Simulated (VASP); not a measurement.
Set up this calculation in VASP 6.6.1, as the native input.

```yaml
Task: relaxation of cell and atoms
Functional: PBEsol
Potentials_or_basis: VASP PAW PBE potentials, release 64 (Nb_sv, As)
Cutoff: 520 eV
k_mesh: 18 × 18 × 18
Occupations: gaussian, width 0.1 eV
Spin: no spin polarisation
Further_INCAR_settings: ALGO = Normal; EDIFF = 1e-07; IBRION = 2; EDIFFG = -0.002; NSW = 80; ISIF = 3
```

The structure of NbAs lies in POSCAR:

```
NbAs
1.0
   -1.7258500000      1.7258500000      5.8400000000
    1.7258500000     -1.7258500000      5.8400000000
    1.7258500000      1.7258500000     -5.8400000000
Nb As
2 2
Direct
    0.0000000000      0.0000000000      0.0000000000
    0.7500000000      0.2500000000      0.5000000000
    0.4160000000      0.4160000000      0.0000000000
    0.1660000000      0.6660000000      0.5000000000
```

One way to write it, as run:

INCAR

```
ALGO     = Normal         # electronic algorithm
EDIFF    = 1E-7           # SCF threshold, eV
EDIFFG   = -0.002         # ionic threshold
ENCUT    = 520            # plane-wave cutoff, eV
GGA      = PS             # functional
IBRION   = 2              # ionic algorithm
ISIF     = 3              # what is computed and relaxed
ISMEAR   = 0              # smearing method
KPAR     = 4            
LASPH    = True           # aspherical terms in the spheres
LCHARG   = False          # write CHGCAR
LREAL    = False          # projectors in reciprocal space
LWAVE    = False          # write WAVECAR
NELM     = 100            # most SCF steps
NSW      = 80             # ionic steps
PREC     = Accurate       # precision mode
SIGMA    = 0.1            # smearing width, eV
```

KPOINTS

```
k-points
0
Gamma
  18 18 18
```

Potentials or basis: VASP PAW PBE potentials, release 64 (Nb_sv, As).

Command:

```sh
$ cat potpaw_PBE.64/Nb_sv/POTCAR potpaw_PBE.64/As/POTCAR > POTCAR
$ mpirun -np 4 vasp_std > vasp.out
```

It gave:

```yaml
Relaxed_volume: 17.16 Å³/atom
Relaxed_cell: a = 6.287 Å, b = 6.287 Å, c = 6.287 Å, α = 148.24°, β = 148.24°, γ = 45.54°
Space_group_after_relaxing_to_0.05_Å: I4_1md (No. 109)
Energy_gained_by_relaxing: 3.6 meV/atom
Ionic_steps: 7
Pressure_after_relaxing: 0.0 GPa
Band_gap_on_the_k_mesh: none (metal or under the smearing width)
```

Caveat: the PAW data sets were made with another functional, which shifts forces and pressure a little.

Wall time 38 min on 4 MPI ranks on Intel(R) Xeon(R) Platinum 8559C (Emerald Rapids) (shared host), peak memory 0.87 GiB a rank.
